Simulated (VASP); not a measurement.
The system is NaBe2Se2.

```
CELL_PARAMETERS angstrom
3.51909 0.00000 0.00000
-1.75954 3.04761 0.00000
0.00000 0.00000 7.67697
ATOMIC_POSITIONS crystal
Na 0.00000 0.00000 0.50000
Be 0.33333 0.66667 0.14639
Be 0.33333 0.66667 0.85361
Se 0.66667 0.33333 0.22852
Se 0.66667 0.33333 0.77148
```

The cell was built by a generator and needn't be a form met in nature.

The cell isn't the ideal one: volume scaled by 0.88.

```yaml
Program: VASP 6.6.1
Task: relaxation of the atoms
Functional: vdW-DF-cx
Potentials_or_basis: VASP PAW PBE potentials, release 64 (Na, Be, Se)
Cutoff: 500 eV
k_mesh: 8 × 8 × 4
Occupations: tetrahedron
Spin: no spin polarisation
```

At the start: pressure 8.4 GPa; volume 16.47 Å³/atom.

Task: How do energy, volume and symmetry change on relaxing?

Result: Over 7 steps the energy falls by 3.0 meV/atom; space group P-6m2 (No. 187, to 0.05 Å).

Step by step:
| step | energy change (eV) | largest force (eV/Å) | pressure (GPa) |
| --- | --- | --- | --- |
| 1 | 0.0000 | 0.3146 | 8.39 |
| 2 | -0.0097 | 0.1898 | 8.24 |
| 3 | -0.0137 | 0.0826 | 8.12 |
| 4 | -0.0141 | 0.0728 | 8.07 |
| 5 | -0.0148 | 0.0412 | 8.06 |
| 6 | -0.0150 | 0.0271 | 8.06 |
| 7 | -0.0152 | 0.0013 | 8.06 |

Final structure:
```
CELL_PARAMETERS angstrom
3.51909 0.00000 0.00000
-1.75954 3.04761 0.00000
0.00000 0.00000 7.67697
ATOMIC_POSITIONS crystal
Na 0.00000 0.00000 0.50000
Be 0.33333 0.66667 0.14526
Be 0.33333 0.66667 0.85474
Se 0.66667 0.33333 0.23386
Se 0.66667 0.33333 0.76614
```

Caveat: the PAW data sets were made with another functional, which shifts forces and pressure a little; tetrahedron occupations give inexact forces and stress in metals.
